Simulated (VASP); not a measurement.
```yaml
crystal:
  lattice:
    - [4.99714, 0.00000, 0.00000]
    - [-2.49857, 4.32765, 0.00000]
    - [0.00000, 0.00000, 5.99456]
  atoms:
    - { symbol: Pb, position: [0.33333, 0.66667, 0.25000] }
    - { symbol: Pb, position: [0.66667, 0.33333, 0.75000] }
    - { symbol: S, position: [0.33333, 0.66667, 0.75000] }
    - { symbol: S, position: [0.66667, 0.33333, 0.25000] }
```

All values below come from r2SCAN meta-GGA, VASP's PBE PAW potentials (set 64) (plane waves; VASP). Run with 400 eV cut-off, 6×6×4 Γ-centred mesh, tetrahedra with Blöchl corrections, potentials Pb_d S.

Unless said otherwise, spin-orbit coupling is left out, though it shifts the bands of the heavy elements here.

### Question
Give the energies of bands 14 to 23 at the high-symmetry points, in eV from the valence-band maximum.

### Answer

| band | Γ | M | K | A | L | H |
|---|---|---|---|---|---|---|
| 14 | -5.99 | -7.65 | -7.99 | -7.16 | -8.51 | -8.63 |
| 15 | -4.68 | -3.84 | -4.43 | -2.59 | -3.17 | -3.69 |
| 16 | -3.16 | -3.84 | -3.42 | -2.59 | -3.17 | -3.69 |
| 17 | -3.16 | -2.99 | -3.42 | -2.59 | -1.99 | -1.54 |
| 18 | -2.03 | -2.40 | -2.78 | -2.59 | -1.99 | -1.54 |
| 19 | -2.02 | -2.16 | -0.61 | -1.36 | -0.66 | 0.00 |
| 20 | -2.02 | -0.76 | -0.61 | -1.36 | -0.66 | 0.00 |
| 21 | 2.23 | 3.26 | 3.11 | 2.54 | 1.89 | 1.73 |
| 22 | 2.23 | 3.29 | 3.11 | 2.54 | 1.89 | 1.73 |
| 23 | 3.63 | 4.44 | 4.18 | 2.54 | 3.31 | 3.05 |

The gap is direct, 1.73 eV, from the valence maximum at H to the conduction minimum at H.

The structure was generated: PbS was put into the h-BN type (P6_3/mmc), which need not be its known phase. It was relaxed first, which changed the volume by -38 %.
